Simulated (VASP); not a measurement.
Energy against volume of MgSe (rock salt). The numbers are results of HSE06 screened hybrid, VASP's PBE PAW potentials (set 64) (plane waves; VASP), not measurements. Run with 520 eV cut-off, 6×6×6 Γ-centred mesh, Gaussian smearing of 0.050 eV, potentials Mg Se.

```csv
V (Å³/atom),E (eV/atom)
18.969,-4.37164
19.594,-4.38695
20.219,-4.39256
20.845,-4.38974
```

Fit these four points and predict the energy of the run at 21.470 Å³/atom.

A cubic in V^(−2/3), the third-order Birch-Murnaghan form, passes through the four points with V0 = 20.31 Å³/atom and B0 = 69 GPa, and gives -4.3796 eV/atom there. The run gave -4.3800 eV/atom, -0.4 meV/atom from the fit; all five points give B0 = 67 GPa.

The compound is MgSe in the rock salt structure. It was relaxed first. The cell's shape comes from a PBE relaxation.
